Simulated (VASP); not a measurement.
All values below come from MS2 meta-GGA, VASP's PBE PAW potentials (set 64) (plane waves; VASP).

Input for VASP

### KPOINTS
```
Automatic mesh
0
Gamma
11 11 6
0 0 0
```

File POSCAR:
```
Tm
1.0
  1.7530253487  -3.0363290394   0.0000000000
  1.7530253487   3.0363290394   0.0000000000
  0.0000000000   0.0000000000   5.4064474607
Tm
2
direct
  0.3333330000   0.6666670000   0.2500000000
  0.6666670000   0.3333330000   0.7500000000
```

INCAR:
```
ALGO = Normal
EDIFF = 1E-6
EDIFFG = -0.01
ENCUT = 520
IBRION = 2
ISIF = 3
ISMEAR = 1
LASPH = .True.
LCHARG = .False.
LMAXMIX = 6
LMIXTAU = .True.
LREAL = .False.
LWAVE = .False.
METAGGA = MS2
NELM = 100
NSW = 60
PREC = Accurate
SIGMA = 0.1
SYSTEM = Tm
```

POTCAR, in this order: Tm_3 (PBE.64 set). Program: vasp_std.

Output of the run:

File OSZICAR:
```
       N       E                     dE             d eps       ncg     rms          rms(c)
DAV:   1     0.101788486659E+03    0.10179E+03   -0.87380E+03  1672   0.138E+03
DAV:   2     0.239421633461E+02   -0.77846E+02   -0.76786E+02  1680   0.428E+02
DAV:   3     0.191531286458E+02   -0.47890E+01   -0.44575E+01  2722   0.647E+01
DAV:   4     0.190072831560E+02   -0.14585E+00   -0.14467E+00  2679   0.918E+00
DAV:   5     0.190059778396E+02   -0.13053E-02   -0.13052E-02  2220   0.803E-01    0.304E+01
DAV:   6     0.212492741861E+02    0.22433E+01   -0.40216E+00  2426   0.255E+01    0.139E+01
DAV:   7     0.220297006818E+02    0.78043E+00   -0.86500E-01  2506   0.125E+01    0.164E+00
DAV:   8     0.223424461463E+02    0.31275E+00   -0.80168E-01  1815   0.106E+01    0.343E+00
DAV:   9     0.218260890831E+02   -0.51636E+00   -0.48877E-01  1957   0.902E+00    0.321E+00
DAV:  10     0.218412460761E+02    0.15157E-01   -0.61591E-02  1674   0.317E+00    0.133E+00
DAV:  11     0.218425259725E+02    0.12799E-02   -0.46461E-03  1909   0.850E-01    0.893E-01
DAV:  12     0.218412910591E+02   -0.12349E-02   -0.12713E-03  2285   0.453E-01    0.354E-01
DAV:  13     0.218403855172E+02   -0.90554E-03   -0.23861E-03  1674   0.553E-01    0.531E-02
DAV:  14     0.218403269789E+02   -0.58538E-04   -0.57088E-05  2335   0.876E-02    0.576E-02
DAV:  15     0.218403186352E+02   -0.83437E-05   -0.42875E-06  1907   0.211E-02    0.611E-02
DAV:  16     0.218402815028E+02   -0.37132E-04   -0.19239E-05  1734   0.441E-02    0.683E-02
DAV:  17     0.218402574432E+02   -0.24060E-04   -0.61137E-04  1684   0.237E-01    0.363E-02
DAV:  18     0.218402296745E+02   -0.27769E-04   -0.47736E-05  1684   0.797E-02    0.324E-02
DAV:  19     0.218402253146E+02   -0.43599E-05   -0.12748E-06  1761   0.149E-02    0.253E-02
DAV:  20     0.218402235765E+02   -0.17381E-05   -0.68028E-06  1719   0.325E-02    0.676E-03
DAV:  21     0.218402194147E+02   -0.41619E-05   -0.73090E-06  1689   0.260E-02    0.242E-03
DAV:  22     0.218402222443E+02    0.28296E-05   -0.10459E-06  1389   0.112E-02    0.373E-03
DAV:  23     0.218402202672E+02   -0.19771E-05   -0.10508E-07   872   0.580E-03    0.299E-03
DAV:  24     0.218402214935E+02    0.12263E-05   -0.60087E-07  1190   0.821E-03    0.206E-03
DAV:  25     0.218402200948E+02   -0.13987E-05   -0.23506E-07   882   0.583E-03    0.502E-04
DAV:  26     0.218402200497E+02   -0.45170E-07   -0.61017E-08   877   0.353E-03
   1 F= 0.21840220E+02 E0= 0.21839408E+02  d E =0.218402E+02
```

File OUTCAR:
```
------------------------ aborting loop because EDIFF is reached ----------------------------------------
  FORCE on cell =-STRESS in cart. coord.  units (eV):
  Direction    XX          YY          ZZ          XY          YZ          ZX
  --------------------------------------------------------------------------------------
  Total       -0.0005246     -0.0005246     -0.0058259      0.0000000      0.0000000      0.0000000
  in kB       -0.0146027     -0.0146027     -0.1621789      0.0000000      0.0000000      0.0000000
  external PRESSURE =      -0.0637948 kB  Pullay stress =       0.0000000 kB
  volume of cell :       57.55
      direct lattice vectors                 reciprocal lattice vectors
     1.753025349 -3.036329039  0.000000000     0.285221204 -0.164672535  0.000000000
     1.753025349  3.036329039  0.000000000     0.285221204  0.164672535  0.000000000
     0.000000000  0.000000000  5.406447461     0.000000000  0.000000000  0.184964343
 POSITION                                       TOTAL-FORCE (eV/Angst)
 -----------------------------------------------------------------------------------
      1.75303      1.01211      1.35161        -0.000000      0.000000      0.000000
      1.75303     -1.01211      4.05484         0.000000     -0.000000      0.000000
 -----------------------------------------------------------------------------------
    total drift:                               -0.000001      0.000072     -0.000012
  FREE ENERGIE OF THE ION-ELECTRON SYSTEM (eV)
  ---------------------------------------------------
  free  energy   TOTEN  =        21.8402200497 eV

  energy  without entropy=       21.8377830301  energy(sigma->0) =       21.83940771

 reached required accuracy - stopping structural energy minimisation
```
(Selected blocks of OUTCAR.)

The 4f electrons are frozen in the core of the lanthanide potential, so 4f levels, which can set the real gap, and their magnetism are missing.

The compound is Tm in the hcp structure. It was relaxed first. The start is the result of an earlier pass.
